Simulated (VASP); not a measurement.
Au:

```
Au
1.0
     0.00000    2.03950    2.03950
     2.03950    0.00000    2.03950
     2.03950    2.03950    0.00000
Au
1
Direct
  0.00000 0.00000 0.00000
```

Base run:

| Item | Value |
| --- | --- |
| Program | VASP 6.6.1 |
| Functional | PBE |
| Potentials or basis | VASP PAW PBE potentials, release 64 (Au) |
| Cutoff | 520 eV |
| k mesh | 20 × 20 × 20 |
| Occupations | fermi-dirac, width 0.05 eV |
| Spin | no spin polarisation |

Its results: band gap on the k mesh none (metal or under the smearing width); pressure 9.3 GPa.

Question: The run is repeated on the same cell with these changes: functional from PBE to LDA; potentials or basis from VASP PAW PBE potentials, release 64 (Au) to VASP PAW LDA potentials, release 64 (Au). What comes out?

Answer: Band gap on the k mesh none (metal or under the smearing width); pressure -3.7 GPa.

Not every run made on this cell is shown here.
